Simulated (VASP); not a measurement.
Here is the system:

```yaml
crystal:
  lattice:
    - [0.00000, 2.70681, 2.70681]
    - [2.70681, 0.00000, 2.70681]
    - [2.70681, 2.70681, 0.00000]
  atoms:
    - { symbol: Yb, position: [0.00000, 0.00000, 0.00000] }
```

Level of theory: rev-vdW-DF2, VASP's PBE PAW potentials (set 64) (plane waves; VASP 6.6.1). Run with 520 eV cut-off, 9×9×9 Γ-centred mesh, Gaussian smearing of 0.050 eV, potentials Yb_2.

The 4f electrons are frozen in the core of the lanthanide potential, so 4f levels, which can set the real gap, and their magnetism are missing.

Task: What does the run give for the energy per atom (σ→0)?

Result: 
```
Quantity                       Value
---------------------  -------------
energy per atom (σ→0)  0.702 eV/atom
```

The absolute energy has meaning only against runs of the same code, potentials and settings.

The compound is Yb in the fcc structure. This cell is one point of a volume scan, at 1.06 of the reference volume.
